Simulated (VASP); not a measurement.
These are PBEsol GGA, VASP's PBE PAW potentials (set 64) (plane waves; VASP) values and carry that method's errors.

The input files of a VASP run:

KPOINTS:
```
Automatic mesh
0
Gamma
13 13 7
0 0 0
```

### INCAR
```
ALGO = Normal
EDIFF = 1E-6
EDIFFG = -0.01
ENCUT = 400
GGA = PS
IBRION = 2
ISIF = 3
ISMEAR = 1
LASPH = .TRUE.
LCHARG = .FALSE.
LMAXMIX = 4
LREAL = .FALSE.
LWAVE = .FALSE.
NELM = 100
NSW = 60
PREC = Accurate
SIGMA = 0.1
SYSTEM = Ag
```

File POSCAR:
```
Ag
1.0
  2.8976370000   0.0000000000   0.0000000000
 -1.4488180000   2.5094270000   0.0000000000
  0.0000000000   0.0000000000   4.7045860000
Ag
2
Cartesian
 -0.0000011155   1.6729521698   1.1761465000
  1.4488201155   0.8364748302   3.5284395000
```

POTCAR, in this order: Ag (PBE.64 set). Program: vasp_std.

The resulting files:

### OSZICAR
```
       N       E                     dE             d eps       ncg     rms          rms(c)
DAV:   1     0.101663795717E+03    0.10166E+03   -0.10346E+04  2551   0.119E+03
DAV:   2    -0.615795970559E+01   -0.10782E+03   -0.10393E+03  2702   0.263E+02
DAV:   3    -0.730332386070E+01   -0.11454E+01   -0.11441E+01  3073   0.327E+01
DAV:   4    -0.730612180242E+01   -0.27979E-02   -0.27979E-02  3024   0.153E+00
DAV:   5    -0.730614422289E+01   -0.22420E-04   -0.22421E-04  3073   0.140E-01    0.777E+00
DAV:   6    -0.662977482797E+01    0.67637E+00   -0.21239E+00  2569   0.166E+01    0.467E+00
DAV:   7    -0.661095978957E+01    0.18815E-01   -0.19163E-02  2947   0.128E+00    0.265E+00
DAV:   8    -0.660325353910E+01    0.77063E-02   -0.10227E-03  2849   0.320E-01    0.132E-01
DAV:   9    -0.660326782751E+01   -0.14288E-04   -0.20849E-05  3213   0.416E-02    0.189E-02
DAV:  10    -0.660327657964E+01   -0.87521E-05   -0.31096E-06  2702   0.203E-02    0.723E-03
DAV:  11    -0.660327648595E+01    0.93693E-07   -0.83039E-08  1673   0.266E-03
   1 F= -.66032765E+01 E0= -.66031301E+01  d E =-.660328E+01
       N       E                     dE             d eps       ncg     rms          rms(c)
DAV:   1    -0.748879807756E+01   -0.88552E+00   -0.13328E+01  2548   0.414E+01    0.596E+00
DAV:   2    -0.663780867589E+01    0.85099E+00   -0.25510E+00  2562   0.185E+01    0.150E+00
DAV:   3    -0.661817985108E+01    0.19629E-01   -0.27203E-02  2877   0.155E+00    0.991E-01
DAV:   4    -0.661172668411E+01    0.64532E-02   -0.10185E-02  2604   0.910E-01    0.128E-01
DAV:   5    -0.661168136562E+01    0.45318E-04   -0.31447E-04  2989   0.204E-01    0.566E-02
DAV:   6    -0.661171018832E+01   -0.28823E-04   -0.17636E-05  2947   0.360E-02    0.574E-03
DAV:   7    -0.661171061840E+01   -0.43009E-06   -0.12516E-06  1995   0.135E-02
   2 F= -.66117106E+01 E0= -.66115639E+01  d E =-.843413E-02
       N       E                     dE             d eps       ncg     rms          rms(c)
DAV:   1    -0.673674023606E+01   -0.12503E+00   -0.18989E+00  2541   0.160E+01    0.223E+00
DAV:   2    -0.662172350224E+01    0.11502E+00   -0.31979E-01  2583   0.662E+00    0.753E-01
DAV:   3    -0.661812895918E+01    0.35945E-02   -0.54659E-03  2807   0.772E-01    0.511E-01
DAV:   4    -0.661704302331E+01    0.10859E-02   -0.13945E-03  2625   0.343E-01    0.366E-02
DAV:   5    -0.661704951671E+01   -0.64934E-05   -0.13227E-04  3213   0.133E-01    0.215E-02
DAV:   6    -0.661704164403E+01    0.78727E-05   -0.23867E-05  2737   0.567E-02    0.279E-03
DAV:   7    -0.661704168045E+01   -0.36426E-07   -0.20673E-07  1428   0.498E-03
   3 F= -.66170417E+01 E0= -.66168618E+01  d E =-.137652E-01
       N       E                     dE             d eps       ncg     rms          rms(c)
DAV:   1    -0.662626986022E+01   -0.92282E-02   -0.34699E-01  2702   0.516E+00    0.466E-01
DAV:   2    -0.662056604915E+01    0.57038E-02   -0.51145E-03  2744   0.909E-01    0.244E-01
DAV:   3    -0.661847532406E+01    0.20907E-02   -0.19524E-03  2737   0.476E-01    0.769E-02
DAV:   4    -0.661833874455E+01    0.13658E-03   -0.30457E-04  2954   0.163E-01    0.452E-02
DAV:   5    -0.661833968343E+01   -0.93889E-06   -0.10345E-05  2884   0.318E-02    0.700E-03
DAV:   6    -0.661833943788E+01    0.24555E-06   -0.23498E-06  1705   0.178E-02
   4 F= -.66183394E+01 E0= -.66181926E+01  d E =-.129776E-02
       N       E                     dE             d eps       ncg     rms          rms(c)
DAV:   1    -0.661927896255E+01   -0.93928E-03   -0.36993E-02  2688   0.168E+00    0.152E-01
DAV:   2    -0.661867201309E+01    0.60695E-03   -0.53403E-04  2723   0.293E-01    0.796E-02
DAV:   3    -0.661844450207E+01    0.22751E-03   -0.21384E-04  2765   0.158E-01    0.249E-02
DAV:   4    -0.661843015796E+01    0.14344E-04   -0.32037E-05  2940   0.528E-02    0.149E-02
DAV:   5    -0.661843015940E+01   -0.14379E-08   -0.98450E-07  1547   0.102E-02
   5 F= -.66184302E+01 E0= -.66182879E+01  d E =-.138848E-02
```

### OUTCAR
```
------------------------ aborting loop because EDIFF is reached ----------------------------------------
  FORCE on cell =-STRESS in cart. coord.  units (eV):
  Direction    XX          YY          ZZ          XY          YZ          ZX
  --------------------------------------------------------------------------------------
  Total       -0.0051035     -0.0051035     -0.0026861     -0.0000000      0.0000000      0.0000000
  in kB       -0.2463738     -0.2463737     -0.1296716     -0.0000000      0.0000000      0.0000000
  external PRESSURE =      -0.2074730 kB  Pullay stress =       0.0000000 kB
  volume of cell :       33.19
      direct lattice vectors                 reciprocal lattice vectors
     2.849516506 -0.000000010 -0.000000000     0.350936729  0.202613366  0.000000000
    -1.424757770  2.467753447  0.000000000     0.000000001  0.405226869 -0.000000000
    -0.000000000  0.000000000  4.719636146     0.000000000 -0.000000000  0.211880740
 POSITION                                       TOTAL-FORCE (eV/Angst)
 -----------------------------------------------------------------------------------
     -0.00000      1.64517      1.17991        -0.000000      0.000000      0.000000
      1.42476      0.82258      3.53973         0.000000     -0.000000      0.000000
 -----------------------------------------------------------------------------------
    total drift:                               -0.000330      0.000191     -0.000098
  FREE ENERGIE OF THE ION-ELECTRON SYSTEM (eV)
  ---------------------------------------------------
  free  energy   TOTEN  =        -6.6184301594 eV

  energy  without entropy=       -6.6180034173  energy(sigma->0) =       -6.61828791

 reached required accuracy - stopping structural energy minimisation
```
(Selected blocks of OUTCAR.)

**CONTCAR**
```
Ag
   1.00000000000000
     2.8495165061108598   -0.0000000095387657   -0.0000000000000000
    -1.4247577696196452    2.4677534471775036    0.0000000000000000
    -0.0000000000000000    0.0000000000000000    4.7196361461141096
  Ag
     2
Direct
     0.3333330000000032    0.6666669999999968    0.2500000000000000
     0.6666669999999968    0.3333330000000032    0.7500000000000000
```

**OUTCAR**
```
 val. band max:        8.5321163182   @ k =   0.3846   0.0000   0.4286

 cond. band min:       8.6035206416   @ k =   0.1538   0.0000   0.1429


 Fermi energy:         8.5883340253

 k-point     1 :       0.0000    0.0000    0.0000
  band No.  band energies     occupation
      1       0.5799      2.00000
      2       2.0285      2.00000
      3       3.6711      2.00000
      4       3.8263      2.00000
      5       3.8263      2.00000
      6       4.0666      2.00000
      7       4.0666      2.00000
      8       4.5095      2.00000
      9       4.5095      2.00000
     10       5.5280      2.00000
     11       5.5281      2.00000
     12       7.9754      2.00000
     13      12.1459      0.00000
     14      24.4083      0.00000
     15      26.0009      0.00000

 k-point     2 :       0.0769    0.0000    0.0000
  band No.  band energies     occupation
      1       0.7497      2.00000
      2       2.1318      2.00000
      3       3.5952      2.00000
      4       3.8939      2.00000
      5       3.9197      2.00000
      6       4.0309      2.00000
      7       4.1524      2.00000
      8       4.4172      2.00000
      9       4.4557      2.00000
     10       5.1934      2.00000
     11       5.5498      2.00000
     12       8.5161      1.93494
     13      12.1771      0.00000
     14      24.0452      0.00000
     15      25.5113      0.00000

 k-point     3 :       0.1538    0.0000    0.0000
  band No.  band energies     occupation
      1       1.2282      2.00000
      2       2.3821      2.00000
      3       3.4530      2.00000
      4       3.8915      2.00000
      5       4.0674      2.00000
      6       4.1436      2.00000
      7       4.1868      2.00000
      8       4.3195      2.00000
      9       4.3966      2.00000
     10       4.7276      2.00000
     11       5.5978      2.00000
     12       9.6798     -0.00000
     13      12.2896      0.00000
     14      21.7891      0.00000
     15      24.4271      0.00000
...
```

Energy and stress use the plane-wave basis of the starting cell.

The structure was generated: Ag was put into the hcp type (P6_3/mmc), which need not be its known phase. This run relaxes it. Symmetry was kept, so distortions that lower it aren't found.
